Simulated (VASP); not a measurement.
A run of VASP 6.6.1 is set up as follows.

File INCAR:

```
SYSTEM = Sn2Bi2O
PREC = Normal
ENCUT = 520
EDIFF = 1E-4
ISMEAR = 0
SIGMA = 0.15
LREAL = .FALSE.
LASPH = .TRUE.
NELM = 60
ALGO = Fast
ISIF = 3
LWAVE = .FALSE.
LCHARG = .FALSE.
GGA = PE
IBRION = 2
NSW = 24
EDIFFG = -0.08
```

Contents of KPOINTS:

```
regular mesh
0
G
  4 4 2
  0 0 0
```

The input POSCAR:

```
Sn2Bi2O
1.0
    4.7963167600      0.0000000000      0.0000000000
   -2.3981583800      4.1537321600      0.0000000000
    0.0000000000      0.0000000000      6.5801734000
Sn Bi O
2 2 1
Direct
    0.3333333300      0.6666666700      0.0000000000
    0.6666666700      0.3333333300      0.0000000000
    0.0000000000      0.0000000000      0.8193695400
    0.0000000000      0.0000000000      0.1806304600
    0.0000000000      0.0000000000      0.5000000000
```

Potentials or basis: VASP PAW PBE potentials, release 64 (Sn_d, Bi_d, O).

Launch:

```console
$ cat potpaw_PBE.64/Sn_d/POTCAR potpaw_PBE.64/Bi_d/POTCAR potpaw_PBE.64/O/POTCAR > POTCAR
$ mpirun -np 1 vasp_std > vasp.out
```

**Question.** Estimate the relaxed volume.

**Answer.** 36.76 Å³/atom.

**Question.** Estimate the band gap on the k mesh.

**Answer.** None (metal or under the smearing width).

**Question.** Predict the space group after relaxing (to 0.05 Å).

**Answer.** P6/mmm (No. 191).

**Question.** Estimate the relaxed cell.

**Answer.** a = 5.286 Å, b = 5.286 Å, c = 7.597 Å, α = 90.00°, β = 90.00°, γ = 120.00°.

Final structure:
```cif
data_structure
_symmetry_space_group_name_H-M 'P 1'
_symmetry_Int_Tables_number 1
_cell_length_a 5.2855
_cell_length_b 5.2855
_cell_length_c 7.5968
_cell_angle_alpha 90.000
_cell_angle_beta 90.000
_cell_angle_gamma 120.000
_cell_volume 183.80
loop_
_atom_site_label
_atom_site_type_symbol
_atom_site_fract_x
_atom_site_fract_y
_atom_site_fract_z
_atom_site_occupancy
Sn1 Sn 0.33333 0.66667 0.00000 1
Sn2 Sn 0.66667 0.33333 0.00000 1
Bi1 Bi 0.00000 0.00000 0.77832 1
Bi2 Bi 0.00000 0.00000 0.22168 1
O1 O 0.00000 0.00000 0.50000 1
```

Caveat: the k mesh is coarse (spacing up to 0.48 Å⁻¹), so the values aren't converged; the volume moved by over 15 % at a fixed basis, so the end points are rough; spin-orbit coupling is left out, which moves the levels of the heavy elements.
